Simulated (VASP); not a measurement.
A run of VASP 6.6.1 is set up as follows.

INCAR

```
PREC     = Accurate       # precision mode
ENCUT    = 600            # plane-wave cutoff, eV
EDIFF    = 1E-6           # SCF threshold, eV
ISMEAR   = 1              # smearing method
SIGMA    = 0.1            # smearing width, eV
LREAL    = F              # projectors in reciprocal space
LASPH    = T              # aspherical terms in the spheres
NELM     = 100            # most SCF steps
ALGO     = Normal         # electronic algorithm
ISIF     = 3              # what is computed and relaxed
LWAVE    = F              # write WAVECAR
LCHARG   = F              # write CHGCAR
GGA      = PE             # functional
IBRION   = 2              # ionic algorithm
NSW      = 40             # ionic steps
EDIFFG   = -0.02          # ionic threshold
```

The input KPOINTS:

```
regular mesh
0
Gamma
  10 10 3
```

POSCAR

```
YSc3
1.0
    1.7071458500     -2.4138728900      0.0000000000
    1.7071458500      2.4138728900      0.0000000000
    0.0000000000      0.0000000000     10.3021726900
Y Sc
1 3
Direct
    0.5000000000      0.5000000000      0.5000000000
    0.0000000000      0.0000000000      0.0000000000
    0.0000000000      0.5000000000      0.7492240100
    0.5000000000      0.0000000000      0.2507759900
```

Potentials or basis: VASP PAW PBE potentials, release 64 (Y_sv, Sc_sv).

The run is started by

```bash
$ cat potpaw_PBE.64/Y_sv/POTCAR potpaw_PBE.64/Sc_sv/POTCAR > POTCAR
$ mpirun -np 1 vasp_std > vasp.out
```

Question: What does it give for the space group after relaxing (to 0.05 Å)?

Answer: C222 (No. 21).

Question: What does it give for the relaxed cell?

Answer: a = 3.423 Å, b = 3.423 Å, c = 10.912 Å, α = 90.00°, β = 90.00°, γ = 124.20°.

Question: Predict the band gap on the k mesh.

Answer: None (metal or under the smearing width).

Step by step:
| step | energy change (eV) | largest force (eV/Å) | pressure (GPa) | volume (Å³) |
| --- | --- | --- | --- | --- |
| 1 | 0.0000 | 0.4032 | 15.08 | 84.91 |
| 2 | -1.1859 | 0.2239 | -1.59 | 111.73 |
| 3 | -1.1870 | 0.2258 | -1.30 | 110.93 |
| 4 | -1.4025 | 0.2073 | -1.28 | 110.07 |
| 5 | -1.5334 | 0.1870 | -1.03 | 108.70 |
| 6 | -1.5452 | 0.1873 | -0.82 | 108.03 |
| 7 | -1.5698 | 0.1867 | 0.29 | 105.17 |
| 8 | -1.5715 | 0.1810 | 0.75 | 104.19 |
| 9 | -1.5817 | 0.1354 | 0.25 | 105.19 |
| 10 | -1.5820 | 0.1229 | 0.14 | 105.41 |
| 11 | -1.5858 | 0.0868 | -0.15 | 106.05 |
| 12 | -1.5866 | 0.0627 | -0.31 | 106.45 |
| 13 | -1.5882 | 0.0205 | 0.12 | 105.53 |
| 14 | -1.5882 | 0.0262 | 0.06 | 105.65 |
| 15 | -1.5886 | 0.0125 | 0.04 | 105.73 |

Caveat: the volume moved by over 15 % at a fixed basis, so the end points are rough.
